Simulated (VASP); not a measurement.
Data:

```
EuO
1.0
    0.00000     2.54225     2.54225
    2.54225     0.00000     2.54225
    2.54225     2.54225     0.00000
Eu O
1 1
Direct
  0.00000   0.00000   0.00000
  0.50000   0.50000   0.50000
```

Computed with vdW-DF2, VASP's PBE PAW potentials (set 64) (plane waves; VASP 6.6.1). Numerical set-up: 520 eV cut-off, 8×8×8 Γ-centred mesh, Gaussian smearing of 0.050 eV, potentials Eu_2 O.

The 4f electrons are frozen in the core of the lanthanide potential, so 4f levels, which can set the real gap, and their magnetism are missing.

Question: Predict the energy per atom (σ→0), band gap (on the k-mesh) with the smallest direct gap where there is one.

Answer: 
```
Quantity                                         Result
-----------------------------------  ------------------
band gap (on the k-mesh)                        2.96 eV
smallest direct gap (on the k-mesh)             2.96 eV
energy per atom (σ→0)                -442.3 kJ/mol-atom
```

Only differences to runs with the same potentials and settings are physical.

The compound is EuO in the rock salt structure. It was relaxed first. The start is the result of an earlier pass.
